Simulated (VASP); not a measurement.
Given:

```yaml
crystal:
  lattice:
    - [3.19981, 0.00000, 0.00000]
    - [-1.59991, 2.77112, 0.00000]
    - [0.00000, 0.00000, 6.55438]
  atoms:
    - { symbol: Zr, position: [0.33333, 0.66667, 0.03331] }
    - { symbol: Zr, position: [0.66667, 0.33333, 0.53331] }
    - { symbol: O, position: [0.33333, 0.66667, 0.34169] }
    - { symbol: O, position: [0.66667, 0.33333, 0.84169] }
```

These are PBEsol GGA, VASP's PBE PAW potentials (set 64) (plane waves; VASP) values and carry that method's errors. Run with 520 eV cut-off, Gaussian smearing of 0.050 eV, potentials Zr_sv O.

### Question
Give the energies of bands 11 to 21 at the high-symmetry points, in eV from the Fermi level.

### Answer

```
band      Γ      M      K      A      L      H
----  -----  -----  -----  -----  -----  -----
11    -7.06  -7.53  -7.41  -7.18  -7.16  -6.79
12    -6.99  -7.16  -6.73  -7.18  -7.16  -6.79
13    -5.85  -6.35  -6.73  -5.55  -6.29  -6.63
14    -5.85  -6.18  -6.02  -5.55  -6.29  -6.63
15    -5.22  -5.66  -5.59  -5.55  -5.66  -5.67
16    -5.22  -5.03  -5.59  -5.55  -5.66  -5.67
17    -1.95  -2.13  -0.44  -1.28  -1.10  -0.21
18    -1.79  -0.44   0.07  -1.28  -1.10  -0.21
19     0.76   1.02   0.23   1.23   1.16   0.45
20     0.76   1.51   0.23   1.23   1.16   0.45
21     1.73   2.83   1.74   1.23   3.61   2.89
```

It has no gap at this level: it comes out as a metal or semimetal.

The structure was generated: ZrO was put into the wurtzite type (P6_3mc), which need not be its known phase. It was relaxed first, which changed the volume by -33 %.
